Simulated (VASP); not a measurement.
Input:

```
CELL_PARAMETERS angstrom
      2.45473     0.00000     0.00000
      0.00000     2.45473     0.00000
      0.00000     0.00000     2.45473
ATOMIC_POSITIONS crystal
  Ni 0.00000 0.00000 0.00000
  O  0.50000 0.50000 0.50000
```
Starting moments (μB, in the order of the record's atoms Ni O): 2.0 0.0.

Calculation: r2SCAN meta-GGA, VASP's PBE PAW potentials (set 64) (plane waves; VASP). Run with 520 eV cut-off, 10×10×10 Γ-centred mesh, Gaussian smearing of 0.050 eV, potentials Ni O.

Energy and stress use the plane-wave basis of the starting cell. The moments were started parallel, and other spin orders were not tried in this run.

Question: The ions, cell shape and volume are relaxed. Give the cell that the relaxation ends in.

Answer: 
```
CELL_PARAMETERS angstrom
      2.58537     0.00000     0.00000
      0.00000     2.58537     0.00000
      0.00000     0.00000     2.58537
ATOMIC_POSITIONS crystal
  Ni 0.00000 0.00000 0.00000
  O  0.50000 0.50000 0.50000
```
Space group Pm-3m (221), at a tolerance of 0.03 Å. The cell ends with -2.00 μB, on the sites -1.48 -0.49 μB.

Question: How do energy and volume change from the first to the last step?

Answer: The energy (σ→0) changes by -168.9 meV/atom and the volume by +16.8 %, in 18 ionic steps.

The structure was generated: NiO was put into the CsCl type (Pm-3m), which need not be its known phase. This run relaxes it. Symmetry was kept, so distortions that lower it aren't found.
